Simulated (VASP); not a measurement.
OSZICAR of a VASP run on SiO₂ (rutile):

OSZICAR:
```
       N       E                     dE             d eps       ncg     rms          rms(c)
DAV:   1     0.297690473109E+03    0.29769E+03   -0.17778E+04  2016   0.164E+03
DAV:   2     0.825191727976E+01   -0.28944E+03   -0.27855E+03  3088   0.518E+02
DAV:   3    -0.574943938412E+01   -0.14001E+02   -0.13897E+02  2408   0.108E+02
DAV:   4    -0.603819251472E+01   -0.28875E+00   -0.28783E+00  2756   0.203E+01
DAV:   5    -0.604198083263E+01   -0.37883E-02   -0.37847E-02  2308   0.189E+00    0.220E+01
DAV:   6    -0.582057446299E+02   -0.52164E+02   -0.31507E+02  2196   0.214E+02    0.184E+01
DAV:   7    -0.571255111527E+02    0.10802E+01   -0.48104E+00  2240   0.247E+01    0.137E+01
DAV:   8    -0.559722288433E+02    0.11533E+01   -0.42435E+01  2252   0.444E+01    0.771E+00
DAV:   9    -0.553509878372E+02    0.62124E+00   -0.41437E+00  2184   0.184E+01    0.308E+00
DAV:  10    -0.556866187815E+02   -0.33563E+00   -0.90496E-01  2224   0.712E+00    0.865E-01
DAV:  11    -0.551770819568E+02    0.50954E+00   -0.16632E-01  2076   0.522E+00    0.299E-01
DAV:  12    -0.556867464289E+02   -0.50966E+00   -0.17335E-01  2048   0.516E+00    0.171E-01
DAV:  13    -0.556966416774E+02   -0.98952E-02   -0.48570E-03  2340   0.781E-01    0.401E-02
DAV:  14    -0.556963415103E+02    0.30017E-03   -0.38929E-04  2236   0.147E-01    0.512E-02
DAV:  15    -0.556966266318E+02   -0.28512E-03   -0.37804E-04  2164   0.194E-01    0.595E-03
DAV:  16    -0.556967321860E+02   -0.10555E-03   -0.27219E-05  2180   0.743E-02    0.329E-03
DAV:  17    -0.556967466896E+02   -0.14504E-04   -0.51031E-06  2236   0.273E-02    0.133E-03
DAV:  18    -0.556967487076E+02   -0.20180E-05   -0.20343E-06  2296   0.173E-02    0.499E-04
DAV:  19    -0.556967491581E+02   -0.45046E-06   -0.27530E-07  1820   0.684E-03    0.388E-04
DAV:  20    -0.556967491578E+02    0.23283E-09   -0.13078E-08  1256   0.135E-03
   1 F= -.55696749E+02 E0= -.55696749E+02  d E =0.000000E+00
       N       E                     dE             ncg
       N       E                     dE             ncg
```

Which electronic solver shows in the log?

It is blocked Davidson (ALGO = Normal, or the opening steps of other solvers). The INCAR had ALGO = Normal.

Can the final energy be trusted as converged?

The calculation finished and met its thresholds. It stopped with EDIFF = 1E-7, NELM = 100 (revTPSS meta-GGA, plane waves, VASP's PBE PAW potentials (set 64)).

The compound is SiO2 in the rutile structure, stishovite, a high-pressure form. It was relaxed first.
